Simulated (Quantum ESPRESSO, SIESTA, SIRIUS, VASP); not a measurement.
## Zr3S2: programs and potentials compared

```
Zr S
1.0
     2.90254    1.67578    3.48777
    -2.90254    1.67578    3.48777
     0.00000   -3.35156    3.48777
Zr S
3 2
Direct
  0.83873 0.50000 0.16127
  0.50000 0.16127 0.83873
  0.16127 0.83873 0.50000
  0.66502 0.66502 0.66502
  0.33498 0.33498 0.33498
```

The cell comes from a database or a generator and needn't be the stable form of this composition.

Alike in all runs: task single point; functional PBE; k mesh 6 × 6 × 6; occupations fermi-dirac, width 0.05 eV; no spin polarisation; no spin-orbit coupling. A missing gap at this level doesn't show that the real crystal is a metal. Pressure is positive in compression and, in plane waves, holds the error of the finite cutoff.

```tsv
program and potentials	plane-wave cutoff (eV)	notes	band gap (eV)	pressure (GPa)	largest force (eV/Å)
SIESTA, files PseudoDojo sr-pbe-0.4.1-standard, DZP (energy shift 0.003 Ry; two zetas on semicore shells)	-	atomic basis	no gap	0.58	0.072
VASP, PBE PAW files S, Zr_sv, 520 eV	520	-	?	?	?
SIRIUS, PseudoDojo 0.4.1 PBE standard (scalar relativistic)	915	-	no gap	-0.86	0.054
Quantum ESPRESSO, SSSP 1.3 efficiency PBE	748	-	no gap	-1.01	0.059
```

Estimate from the other rows what the run with VASP, PBE PAW files S, Zr_sv, 520 eV gave.

No band gap; pressure -0.90 GPa; largest force 0.055 eV/Å. The other rows, which needn't bracket it: pressure -1.01 to 0.58; largest force 0.054 to 0.072.
